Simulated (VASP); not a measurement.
# Ba2Re (P-3m1) in VASP: a series of runs

The runs below take Ba2Re through single point, band structure, with PBE, LDA.

Everything below comes from runs of VASP 6.6.1. Logs are shortened: lines on timing, memory, paths and dates and some standing lists are left out, and cuts for length are marked.

## (1) The structure

It takes space group P-3m1 (No. 164, trigonal). Conventional cell: a = 5.344 Å, b = 5.344 Å, c = 3.527 Å, α = 90.00°, β = 90.00°, γ = 120.00°. Ba (site symmetry 3m) has 3 Re at 3.22 Å and 8 Ba at 3.51 to 3.59 Å as nearest neighbours. Re (site symmetry -3m) has 6 Ba at 3.22 Å and 2 Re at 3.53 Å as nearest neighbours.

The cell was built by a generator and needn't be a form met in nature.

## (2) Single point, PBE, 26.80 Å³/atom (strain = -0.04)

INCAR

```
SYSTEM = Ba2Re
ALGO     = Fast           ! electronic algorithm
EDIFF    = 1E-7           ! SCF threshold, eV
ENCUT    = 520            ! plane-wave cutoff, eV
GGA      = PE             ! functional
ISIF     = 2              ! what is computed and relaxed
ISMEAR   = -1             ! smearing method
LASPH    = .TRUE.         ! aspherical terms in the spheres
LCHARG   = .FALSE.        ! write CHGCAR
LREAL    = .FALSE.        ! projectors in reciprocal space
LWAVE    = .FALSE.        ! write WAVECAR
NBANDS   = 20             ! bands
NELM     = 60             ! most SCF steps
PREC     = Accurate       ! precision mode
SIGMA    = 0.05           ! smearing width, eV
```

KPOINTS

```
k-points
0
G
  6 6 8
  0 0 0
```

POSCAR

```
Ba2Re
1.0
    5.1299520000      0.0000000000      0.0000000000
   -2.5649760000      4.4426688000      0.0000000000
    0.0000000000      0.0000000000      3.5273000000
Ba Re
2 1
Direct
    0.6666700000      0.3333300000      0.7385400000
    0.3333300000      0.6666700000      0.2614600000
    0.0000000000      0.0000000000      0.0000000000
```

Potentials or basis: VASP PAW PBE potentials, release 64 (Ba_sv, Re).

Command:

```bash
cat potpaw_PBE.64/Ba_sv/POTCAR potpaw_PBE.64/Re/POTCAR > POTCAR
mpirun -np 1 vasp_std > vasp.out
```

OUTCAR:

```text
SYSTEM = Ba2Re
   EDIFF = 1E-7
   ENCUT = 520
   GGA = PE
   ISIF = 2
   ISMEAR = -1
   LASPH = .TRUE.
   LREAL = .FALSE.
   NELM = 60
   PREC = Accurate

 ion  position               nearest neighbor table
   1  0.667  0.333  0.739-   3 3.10   3 3.10   3 3.10   2 3.41   2 3.41   2 3.41   2 3.49   2 3.49
                             2 3.49   3 3.94   3 3.94   3 3.94
   2  0.333  0.667  0.261-   3 3.10   3 3.10   3 3.10   1 3.41   1 3.41   1 3.41   1 3.49   1 3.49
                             1 3.49   3 3.94   3 3.94   3 3.94
   3  0.000  0.000  0.000-   1 3.10   2 3.10   1 3.10   2 3.10   1 3.10   2 3.10   1 3.94   2 3.94
                             1 3.94   2 3.94   1 3.94   2 3.94

  LATTYP: Found a hexagonal cell.
 ALAT       =     5.1299520000
 C/A-ratio  =     0.6875892796

  Lattice vectors:

 A1 = (   5.1299520000,   0.0000000000,   0.0000000000)
 A2 = (  -2.5649760000,   4.4426688000,   0.0000000000)
 A3 = (   0.0000000000,   0.0000000000,   3.5273000000)

Analysis of symmetry for initial positions (statically):
=====================================================================
 Subroutine PRICEL returns:
 Original cell was already a primitive cell.

 Routine SETGRP: Setting up the symmetry group for a
 hexagonal supercell.

 Subroutine GETGRP returns: Found  4 space group operations
 (whereof  4 operations were pure point group operations)
 out of a pool of 24 trial point group operations.

The static configuration has the point symmetry C_2h.

Analysis of symmetry for dynamics (positions and initial velocities):
=====================================================================
 Subroutine PRICEL returns:
 Original cell was already a primitive cell.

 Routine SETGRP: Setting up the symmetry group for a
 hexagonal supercell.

 Subroutine GETGRP returns: Found  4 space group operations
 (whereof  4 operations were pure point group operations)
 out of a pool of 24 trial point group operations.

The dynamic configuration has the point symmetry C_2h.

 Subroutine INISYM returns: Found  4 space group operations
 (whereof  4 operations are pure point group operations),
 and found     1 'primitive' translations

----------------------------------------------------------------------------------------

                                     Primitive cell

  volume of cell :      80.3896

  direct lattice vectors                    reciprocal lattice vectors
[... 88 lines left out ...]
   NELM   =     60;   NELMIN=  2; NELMDL= -5     # of ELM steps
   EDIFF  = 0.1E-06   stopping-criterion for ELM
   LREAL  =      F    real-space projection
   EDIFFG = 0.1E-05   stopping-criterion for IOM
   NSW    =      0    number of steps for IOM
   IBRION =     -1    ionic relax: 0-MD 1-quasi-New 2-CG
   NFREE  =      0    steps in history (QN), initial steepest desc. (CG)
   ISIF   =      2    stress and relaxation
   ISYM   =      2    0-nonsym 1-usesym 2-fastsym
   POTIM  = 0.5000    time-step for ionic-motion
   TEBEG  =    0.0;   TEEND  =   0.0 temperature during run
   PSTRESS=    0.0 pullay stress
   NELECT =      27.0000    total number of electrons
   NUPDOWN=      -1.0000    fix difference up-down
   EMIN   =  10.00;   EMAX   =-10.00  energy-range for DOS
   EFERMI =   0.00;   METHOD = LEGACY
   ISMEAR =    -1;   SIGMA  =   0.05  broadening in eV -4-tet -1-fermi 0-gaus
   EFERMI_NEDOS =   21; number of points for ismear=-14 and -15
   IALGO  =     68    algorithm
   IMIX   =      4    mixing-type and parameters
     AMIX     =   0.40;   BMIX     =  1.00
     AMIX_MAG =   1.60;   BMIX_MAG =  1.00
  volume/ion in A,a.u.               =      26.80       180.83
  Fermi-wavevector in a.u.,A,eV,Ry     =   1.137967  2.150445 17.619111  1.294968
  Thomas-Fermi vector in A             =   2.274671
   LORBIT       =      0    0 simple, 1 ext, 2 COOP (PROOUT), +10 PAW based schemes
   GGA     = PE    functional components
   LHFCALC =     F    Hartree Fock is set to
   AEXX    =    0.0000 exact exchange contribution
   IVDW    =     0    specifies the selected vdW correction
   LEPSILON=     F    determine dielectric tensor
   LRPA    =     F    only Hartree local field effects (RPA)
 non-spin polarized calculation
 RMM-DIIS sequential band-by-band and
  energy-cutoff  :      520.00
  volume of cell :       80.39
 maximum number of plane-waves:      2193
 NGX is ok and might be reduce to    40
   NGX = 19   NGY = 19   NGZ = 13

 number of electron      27.0000000 magnetization

 Free energy of the ion-electron system (eV)
  ---------------------------------------------------
  ext. energy  EPLUGINS =         0.00000000
  ---------------------------------------------------
  free energy    TOTEN  =       -12.07013540 eV

  energy without entropy =      -12.04503264  energy(sigma->0) =      -12.05758402

 E-fermi :   4.4311     XC(G=0): -10.6114

 val. band max:        4.4278797990   @ k =   0.0000   0.0000   0.0000
 cond. band min:       4.4323450136   @ k =  -0.1667   0.5000   0.5000
 fundamental gap:      0.0044652145
 Fermi energy:         4.4310520748

 k-point     1 :       0.0000    0.0000    0.0000
  band No.  band energies     occupation
      1     -23.4784      2.00000
      2     -22.6819      2.00000
      3      -9.4117      2.00000
      4      -9.4115      2.00000
      5      -8.1677      2.00000
      6      -7.6682      2.00000
[... 541 lines left out ...]
     19       7.5960      0.00000
     20       9.0087      0.00000

 [... further k-points ...]

------------------------ aborting loop because EDIFF is reached ----------------------------------------

  FORCE on cell =-STRESS in cart. coord.  units (eV):
  Direction    XX          YY          ZZ          XY          YZ          ZX
  --------------------------------------------------------------------------------------
  -------------------------------------------------------------------------------------
  Total        4.3533536      4.3534047      1.9724052      0.0000442     -0.0000736      0.0001275
  in kB       86.7630664     86.7640844     39.3103655      0.0008800     -0.0014677      0.0025420
  external PRESSURE =      70.9458388 kB  Pullay stress =       0.0000000 kB

 VOLUME and BASIS-vectors are now :
 -----------------------------------------------------------------------------
  energy-cutoff  :      520.00
  volume of cell :       80.39
      direct lattice vectors                 reciprocal lattice vectors
     5.129952000  0.000000000  0.000000000     0.194933598  0.112544964  0.000000000
    -2.564976000  4.442668800  0.000000000     0.000000000  0.225089928  0.000000000
     0.000000000  0.000000000  3.527300000     0.000000000  0.000000000  0.283502963

 POSITION                                       TOTAL-FORCE (eV/Angst)
 -----------------------------------------------------------------------------------
      2.56500      1.48087      2.60505        -0.000233      0.000135     -0.149296
     -0.00003      2.96179      0.92225         0.000233     -0.000135      0.149296
      0.00000      0.00000      0.00000         0.000000      0.000000      0.000000
 -----------------------------------------------------------------------------------
    total drift:                                0.000000      0.000000      0.000000

  FREE ENERGIE OF THE ION-ELECTRON SYSTEM (eV)
  ---------------------------------------------------
  free  energy   TOTEN  =       -12.0701353963 eV

  energy  without entropy=      -12.0450326392  energy(sigma->0) =      -12.05758402
```

Wall time 7.8 min (1 thread of Intel Xeon Platinum 8375C at 2.90GHz (Ice Lake), shared host); peak memory 0.31 GiB.

What came out:

```yaml
Free_energy: -12.0701 eV
Pressure: 7.1 GPa
Largest_force: 0.149 eV/Å
Band_gap_on_the_k_mesh: none (metal or under the smearing width)
```

## (3) Single point, PBE, 27.92 Å³/atom (strain = -0.02)

INCAR is that of step 2.

KPOINTS is that of step 2.

POSCAR

```
Ba2Re
1.0
    5.2368260000      0.0000000000      0.0000000000
   -2.6184130000      4.5352244000      0.0000000000
    0.0000000000      0.0000000000      3.5273000000
Ba Re
2 1
Direct
    0.6666700000      0.3333300000      0.7385400000
    0.3333300000      0.6666700000      0.2614600000
    0.0000000000      0.0000000000      0.0000000000
```

Potentials or basis: VASP PAW PBE potentials, release 64 (Ba_sv, Re).

Command:

```bash
cat potpaw_PBE.64/Ba_sv/POTCAR potpaw_PBE.64/Re/POTCAR > POTCAR
mpirun -np 1 vasp_std > vasp.out
```

It took 9.7 min on 1 thread of Intel Xeon Platinum 8375C at 2.90GHz (Ice Lake), shared host; peak memory 0.31 GiB.

The run converged. Its results:

| Quantity | Value |
| --- | --- |
| Free energy | -12.2121 eV |
| Pressure | 4.1 GPa |
| Largest force | 0.089 eV/Å |
| Band gap on the k mesh | none (metal or under the smearing width) |

## (4) Band structure, LDA, spin-orbit coupling, no magnetisation

INCAR

```
ALGO = Normal
EDIFF = 1E-7
ENCUT = 520
GGA_COMPAT = F
ISIF = 2
ISMEAR = -1
LASPH = T
LCHARG = F
LMAXMIX = 4
LORBIT = 11
LREAL = F
LSORBIT = T
LWAVE = F
MAGMOM = 0 0 0 0 0 0 0 0 0
NELM = 100
PREC = Accurate
SIGMA = 0.05
```

KPOINTS

```
k-points
0
Gamma
  5 5 6
```

POSCAR

```
Ba2Re
1.0
    5.3437000000      0.0000000000      0.0000000000
   -2.6718500000      4.6277800000      0.0000000000
    0.0000000000      0.0000000000      3.5273000000
Ba Re
2 1
Direct
    0.6666700000      0.3333300000      0.7385400000
    0.3333300000      0.6666700000      0.2614600000
    0.0000000000      0.0000000000      0.0000000000
```

KPOINTS_OPT

```
path GMKGALHA,LM,KH
20
line-mode
reciprocal
 0.0000000000  0.0000000000  0.0000000000  G
 0.5000000000  0.0000000000  0.0000000000  M

 0.5000000000  0.0000000000  0.0000000000  M
 0.3333333333  0.3333333333  0.0000000000  K

 0.3333333333  0.3333333333  0.0000000000  K
 0.0000000000  0.0000000000  0.0000000000  G

 0.0000000000  0.0000000000  0.0000000000  G
 0.0000000000  0.0000000000  0.5000000000  A

 0.0000000000  0.0000000000  0.5000000000  A
 0.5000000000  0.0000000000  0.5000000000  L

 0.5000000000  0.0000000000  0.5000000000  L
 0.3333333333  0.3333333333  0.5000000000  H

 0.3333333333  0.3333333333  0.5000000000  H
 0.0000000000  0.0000000000  0.5000000000  A

 0.5000000000  0.0000000000  0.5000000000  L
 0.5000000000  0.0000000000  0.0000000000  M

 0.3333333333  0.3333333333  0.0000000000  K
 0.3333333333  0.3333333333  0.5000000000  H
```

Potentials or basis: VASP PAW LDA potentials, release 64 (Ba_sv, Re).

Command:

```bash
cat potpaw_LDA.64/Ba_sv/POTCAR potpaw_LDA.64/Re/POTCAR > POTCAR
mpirun -np 1 vasp_ncl > vasp.out
```

OUTCAR:

```text
EDIFF = 1E-7
   ENCUT = 520
   ISIF = 2
   ISMEAR = -1
   LASPH = T
   LORBIT = 11
   LREAL = F
   LSORBIT = T
   NELM = 100
   PREC = Accurate

 ion  position               nearest neighbor table
   1  0.667  0.333  0.739-   3 3.22   3 3.22   3 3.22   2 3.51   2 3.51   2 3.51   2 3.59   2 3.59
                             2 3.59   3 4.04   3 4.04   3 4.04
   2  0.333  0.667  0.261-   3 3.22   3 3.22   3 3.22   1 3.51   1 3.51   1 3.51   1 3.59   1 3.59
                             1 3.59   3 4.04   3 4.04   3 4.04
   3  0.000  0.000  0.000-   1 3.22   2 3.22   1 3.22   2 3.22   1 3.22   2 3.22   1 4.04   2 4.04
                             1 4.04   2 4.04   1 4.04   2 4.04

  LATTYP: Found a hexagonal cell.
 ALAT       =     5.3437000000
 C/A-ratio  =     0.6600857084

  Lattice vectors:

 A1 = (   5.3437000000,   0.0000000000,   0.0000000000)
 A2 = (  -2.6718500000,   4.6277800000,   0.0000000000)
[... 1181 lines left out ...]
     0.0000000     0.0000000     0.0000000     0.0000000     0.0000000     0.0000000     0.0000000
     0.0000000     0.0000000     0.0000000     0.0000000     0.0000000     0.0000000     0.0000000
     0.0000000     0.0000000     0.0000000     0.0000000     0.0000000     0.0000000     0.0000000

 total charge

# of ion       s       p       d       tot
------------------------------------------
    1        2.053   5.479   0.683   8.214
    2        2.053   5.479   0.683   8.214
    3        0.604   0.156   4.780   5.540
--------------------------------------------------
tot          4.709  11.114   6.145  21.968

 magnetization (x)

# of ion       s       p       d       tot
------------------------------------------
    1       -0.000   0.000  -0.000  -0.000
    2       -0.000   0.000  -0.000  -0.000
    3        0.000   0.000   0.000   0.000
--------------------------------------------------
tot          0.000   0.000   0.000   0.000

 magnetization (y)

# of ion       s       p       d       tot
------------------------------------------
    1       -0.000   0.000  -0.000  -0.000
    2       -0.000   0.000  -0.000  -0.000
    3        0.000   0.000   0.000   0.000
--------------------------------------------------
tot          0.000   0.000   0.000   0.000

 magnetization (z)

# of ion       s       p       d       tot
------------------------------------------
    1        0.000   0.000   0.000   0.000
    2        0.000   0.000   0.000   0.000
    3        0.000   0.000   0.000   0.000
--------------------------------------------------
tot          0.000   0.000   0.000   0.000
```

stdout:

```text
POSCAR found type information on POSCAR BaRe
 POSCAR found :  2 types and       3 ions
 scaLAPACK will be used
 LDA part: xc-table for (Slater(with rela. corr.)+CA(PZ))
 , standard interpolation
 POSCAR, INCAR and KPOINTS ok, starting setup
 FFT: planning ... GRIDC
 FFT: planning ... GRID_SOFT
 FFT: planning ... GRID
 WAVECAR not read
 entering main loop
 Start KPOINTS_OPT (optional k-point list driver)
k-point batch [1-48\180]
k-point batch [49-96\180]
k-point batch [97-144\180]
k-point batch [145-180\180]
```

It took 18 min on 1 thread of Intel Xeon Platinum 8488C (Sapphire Rapids), shared host; peak memory 0.53 GiB.

Results:

```
Free energy                                           : -15.4297 eV
Pressure                                              : -2.6 GPa
Largest force                                         : 0.010 eV/Å
Valence electrons inside the program's atomic spheres : Ba 8.21; Re 5.54
```

Forces in eV/Å, atoms in the order of the input:
```
Ba   0.000  0.000 -0.010
Ba   0.000  0.000  0.010
Re   0.000  0.000  0.000
```

Stress tensor (GPa, compression positive):
```
-2.57  0.00  0.00
 0.00 -2.57  0.00
 0.00  0.00 -2.77
```

## (5) Band structure, LDA

INCAR

```
ALGO = Normal
EDIFF = 1E-7
ENCUT = 520
ISIF = 2
ISMEAR = -1
LASPH = T
LCHARG = F
LMAXMIX = 4
LREAL = F
LWAVE = F
NELM = 100
PREC = Accurate
SIGMA = 0.05
```

KPOINTS is that of step 4.

POSCAR is that of step 4.

KPOINTS_OPT is that of step 4.

Command:

```bash
cat potpaw_LDA.64/Ba_sv/POTCAR potpaw_LDA.64/Re/POTCAR > POTCAR
mpirun -np 1 vasp_std > vasp.out
```

Wall time 3.1 min (1 thread of Intel Xeon Platinum 8488C (Sapphire Rapids), shared host); peak memory 0.25 GiB.

The run converged. Its results:

| Property | Result |
| --- | --- |
| Free energy | -14.6592 eV |
| Pressure | -3.1 GPa |
| Band gap along the path | none (metal or under the smearing width) |

Stress tensor (GPa, compression positive):
```
-3.30  0.00  0.00
 0.00 -3.30  0.00
 0.00  0.00 -2.72
```

Levels at the corners of the path, in eV from the Fermi level:
```
point  band 10  band 11  band 12  band 13  band 14  band 15  band 16  band 17
    Γ    -0.82    -0.66     0.03     0.03     0.34     0.34     0.79     0.79
    M    -1.37    -0.58    -0.49    -0.39    -0.19     0.60     1.27     1.86
    M    -1.37    -0.58    -0.49    -0.39    -0.19     0.60     1.27     1.91
    K    -1.36    -1.36    -0.89    -0.08    -0.08     1.38     1.38     2.63
    K    -1.36    -1.36    -0.89    -0.08    -0.08     1.38     1.38     2.64
    Γ    -0.82    -0.66     0.03     0.03     0.34     0.34     0.79     0.79
    Γ    -0.82    -0.66     0.03     0.03     0.34     0.34     0.79     0.79
    A    -2.03    -1.18    -0.26    -0.26     0.00     0.00     0.41     2.69
    A    -2.03    -1.18    -0.26    -0.26     0.00     0.00     0.41     2.34
    L    -1.20    -0.78    -0.61    -0.60    -0.26     0.82     2.28     2.37
    L    -1.20    -0.78    -0.61    -0.60    -0.26     0.82     2.28     2.37
    H    -1.39    -1.39    -0.45    -0.45     0.38     1.16     1.16     2.14
    H    -1.39    -1.39    -0.45    -0.45     0.38     1.16     1.16     2.32
    A    -2.03    -1.18    -0.26    -0.26     0.00     0.00     0.41     2.55
    L    -1.20    -0.78    -0.61    -0.60    -0.26     0.82     2.28     2.38
    M    -1.37    -0.58    -0.49    -0.39    -0.19     0.60     1.27     1.87
    K    -1.36    -1.36    -0.89    -0.08    -0.08     1.38     1.38     2.63
    H    -1.39    -1.39    -0.45    -0.45     0.38     1.16     1.16     2.14
```

Caveat: spin-orbit coupling is left out, which moves the levels of the heavy elements.
